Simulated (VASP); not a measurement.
Data:

```
CELL_PARAMETERS angstrom
      2.27838    -3.94626     0.00000
      2.27838     3.94626     0.00000
      0.00000     0.00000     7.43861
ATOMIC_POSITIONS crystal
  Ag 0.66667 0.33333 0.50008
  Ag 0.33333 0.66667 0.00008
  I  0.66667 0.33333 0.87492
  I  0.33333 0.66667 0.37492
```

All values below come from PBEsol GGA, VASP's PBE PAW potentials (set 64) (plane waves; VASP 6.6.1). Run with 400 eV cut-off, 5×5×3 Γ-centred mesh, Gaussian smearing of 0.050 eV, potentials Ag I.

Question: Predict the energy per atom (σ→0).

Answer: 
```
Item                            Value
---------------------  --------------
energy per atom (σ→0)  -2.726 eV/atom
```

Total energies compare only between runs with the same potentials, cut-off and functional.

The compound is AgI in the wurtzite structure. It was relaxed first. The start is the result of an earlier pass.
